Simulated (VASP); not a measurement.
Input:

```xyz
3
Lattice="0.0000 2.8590 2.9475 2.8590 0.0000 2.9475 2.8590 2.8590 0.0000" Properties=species:S:1:pos:R:3 pbc="T T T"
Pb     2.8590     2.8590     0.0000
F      1.4295     1.4295     1.4737
F      4.2885     4.2885     4.4212
```

Computed with PBEsol GGA, VASP's PBE PAW potentials (set 64) (plane waves; VASP). Run with 600 eV cut-off, 6×6×6 Γ-centred mesh, Gaussian smearing of 0.050 eV, potentials Pb_d F.

### Question
Give the stress tensor in GPa (positive for a compressed cell).

### Answer

```
5.82  0.00  0.00
0.00  5.82  0.00
0.00  0.00  4.28
```
The pressure is its mean diagonal, 5.31 GPa.

The compound is PbF2 in the fluorite structure, the β form. This cell was strained or had an atom moved on purpose.
